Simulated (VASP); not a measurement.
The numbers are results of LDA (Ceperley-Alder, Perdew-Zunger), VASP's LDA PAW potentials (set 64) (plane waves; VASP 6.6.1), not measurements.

Input for VASP

KPOINTS:
```
Automatic mesh
0
Gamma
5 5 5
0 0 0
```

**POSCAR**
```
PbTe
1
    0.0000000000     3.1331000000     3.1331000000
    3.1331000000     0.0000000000     3.1331000000
    3.1331000000     3.1331000000     0.0000000000
Te Pb
1 1
Direct
  0.5000000000   0.5000000000   0.5000000000
  0.0000000000   0.0000000000   0.0000000000
```

INCAR:
```
ALGO = Normal
EDIFF = 1E-6
ENCUT = 300
ISIF = 2
ISMEAR = 0
LASPH = .True.
LCHARG = .False.
LMAXMIX = 4
LREAL = .False.
LWAVE = .False.
NELM = 100
PREC = Accurate
SIGMA = 0.02
SYSTEM = PbTe
```

POTCAR, in this order: Te Pb_d (LDA.64 set). Program: vasp_std.

What VASP printed:

OUTCAR:
```
 ion  position               nearest neighbor table
   1  0.500  0.500  0.500-   2 3.13   2 3.13   2 3.13   2 3.13   2 3.13   2 3.13
   2  0.000  0.000  0.000-   1 3.13   1 3.13   1 3.13   1 3.13   1 3.13   1 3.13
  LATTYP: Found a face centered cubic cell.
 ALAT       =     6.2662000000
 Subroutine PRICEL returns:
 Original cell was already a primitive cell.
 Subroutine GETGRP returns: Found 48 space group operations
The static configuration has the point symmetry O_h .
The dynamic configuration has the point symmetry O_h .
 Subroutine INISYM returns: Found 48 space group operations
 Subroutine IBZKPT returns following result:
 Found     10 irreducible k-points:

 Following reciprocal coordinates:
            Coordinates               Weight
  0.000000  0.000000  0.000000      1.000000
  0.200000  0.000000  0.000000      8.000000
  0.400000  0.000000  0.000000      8.000000
  0.200000  0.200000  0.000000      6.000000
  0.400000  0.200000  0.000000     24.000000
 -0.400000  0.200000  0.000000     24.000000
 -0.200000  0.200000  0.000000     12.000000
  0.400000  0.400000  0.000000      6.000000
 -0.400000  0.400000  0.000000     12.000000
...
```

OSZICAR:
```
       N       E                     dE             d eps       ncg     rms          rms(c)
DAV:   1     0.130408793856E+03    0.13041E+03   -0.69429E+03   280   0.912E+02
DAV:   2    -0.421418385605E+00   -0.13083E+03   -0.12893E+03   298   0.302E+02
DAV:   3    -0.867551623046E+01   -0.82541E+01   -0.82370E+01   370   0.802E+01
DAV:   4    -0.883885051538E+01   -0.16333E+00   -0.16331E+00   348   0.140E+01
DAV:   5    -0.884201519182E+01   -0.31647E-02   -0.31646E-02   380   0.153E+00    0.439E+00
DAV:   6    -0.875135599687E+01    0.90659E-01   -0.19274E-01   404   0.377E+00    0.279E+00
DAV:   7    -0.874336572327E+01    0.79903E-02   -0.62104E-02   356   0.149E+00    0.902E-01
DAV:   8    -0.874252173595E+01    0.84399E-03   -0.77608E-03   340   0.961E-01    0.159E-01
DAV:   9    -0.874252812315E+01   -0.63872E-05   -0.71129E-04   374   0.306E-01    0.313E-02
DAV:  10    -0.874251344529E+01    0.14678E-04   -0.55385E-05   346   0.738E-02    0.209E-02
DAV:  11    -0.874251276022E+01    0.68507E-06   -0.36235E-05   342   0.538E-02    0.174E-02
DAV:  12    -0.874251220214E+01    0.55807E-06   -0.37986E-06   280   0.124E-02
   1 F= -.87425122E+01 E0= -.87425122E+01  d E =-.468695E-15
```

File OUTCAR:
```
------------------------ aborting loop because EDIFF is reached ----------------------------------------
  FORCE on cell =-STRESS in cart. coord.  units (eV):
  Direction    XX          YY          ZZ          XY          YZ          ZX
  --------------------------------------------------------------------------------------
  Total        1.0497464      1.0497464      1.0497464      0.0000000     -0.0000000     -0.0000000
  in kB       27.3427517     27.3427517     27.3427517      0.0000000     -0.0000000     -0.0000000
  external PRESSURE =      27.3427517 kB  Pullay stress =       0.0000000 kB
  volume of cell :       61.51
      direct lattice vectors                 reciprocal lattice vectors
     0.000000000  3.133100000  3.133100000    -0.159586352  0.159586352  0.159586352
     3.133100000  0.000000000  3.133100000     0.159586352 -0.159586352  0.159586352
     3.133100000  3.133100000  0.000000000     0.159586352  0.159586352 -0.159586352
  FREE ENERGIE OF THE ION-ELECTRON SYSTEM (eV)
  ---------------------------------------------------
  free  energy   TOTEN  =        -8.7425122021 eV

  energy  without entropy=       -8.7425122021  energy(sigma->0) =       -8.74251220
```
(Selected blocks of OUTCAR.)

At this cut-off the stress carries a Pulay error, which pulls relaxed volumes low.

The structure is a typed PbTe crystal. The cell was not relaxed at this level, and its volume differs by -8.7 % from the start's.
